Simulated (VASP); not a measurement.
Given:

```
CELL_PARAMETERS angstrom
      0.00000     2.45922     2.45922
      2.45922     0.00000     2.45922
      2.45922     2.45922     0.00000
ATOMIC_POSITIONS crystal
  Y  0.00000 0.00000 0.00000
  N  0.50000 0.50000 0.50000
```

The numbers are results of PBE GGA with D3 dispersion (zero damping), VASP's PBE PAW potentials (set 64) (plane waves; VASP 6.6.1), not measurements. Run with 520 eV cut-off, 9×9×9 Γ-centred mesh, Gaussian smearing of 0.050 eV, potentials Y_sv N.

Problem. Give the stress tensor in GPa (positive for a compressed cell).

Solution. 
```
-4.63   0.00   0.00
 0.00  -4.63   0.00
 0.00   0.00  -4.63
```
The pressure is its mean diagonal, -4.63 GPa.

The compound is YN in the rock salt structure. This cell is one point of a volume scan, at 1.03 of the reference volume.
